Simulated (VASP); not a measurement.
Energy against volume of PbF2 (fluorite). All values below come from revTPSS meta-GGA, VASP's PBE PAW potentials (set 64) (plane waves; VASP 6.6.1). Settings: 520 eV cut-off, 7×7×7 Γ-centred mesh, Gaussian smearing of 0.050 eV, potentials Pb_d F.

```csv
V (Å³/atom),E (eV/atom)
16.300,8.81921
16.820,8.80355
17.341,8.79661
17.861,8.79734
```

Task: Fit these four points and predict the energy of the run at 18.381 Å³/atom.

Result: A cubic in V^(−2/3), the third-order Birch-Murnaghan form, passes through the four points with V0 = 17.55 Å³/atom and B0 = 75 GPa, and gives 8.8048 eV/atom there. The run gave 8.8041 eV/atom, -0.7 meV/atom from the fit; all five points give B0 = 71 GPa.

The compound is PbF2 in the fluorite structure, the β form. It was relaxed first.
